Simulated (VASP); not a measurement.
Here is the system:

```
Ru
1.0
    1.33944    -2.31997     0.00000
    1.33944     2.31997     0.00000
    0.00000     0.00000     4.22450
Ru
2
Direct
  0.33333   0.66667   0.25000
  0.66667   0.33333   0.75000
```

Level of theory: LDA (Ceperley-Alder, Perdew-Zunger), VASP's LDA PAW potentials (set 64) (plane waves; VASP 6.6.1). Run with 520 eV cut-off, 17×17×10 Γ-centred mesh, tetrahedra with Blöchl corrections, potentials Ru_pv.

Q: Predict the energy per atom (σ→0), band gap (on the k-mesh) with the smallest direct gap where there is one.

A: 
* **band gap (on the k-mesh)**: none (metal, semimetal or under 0.01 eV)
* **energy per atom (σ→0)**: -10.694 eV/atom

Only differences to runs with the same potentials and settings are physical.

The compound is Ru in the hcp structure. It was relaxed first.
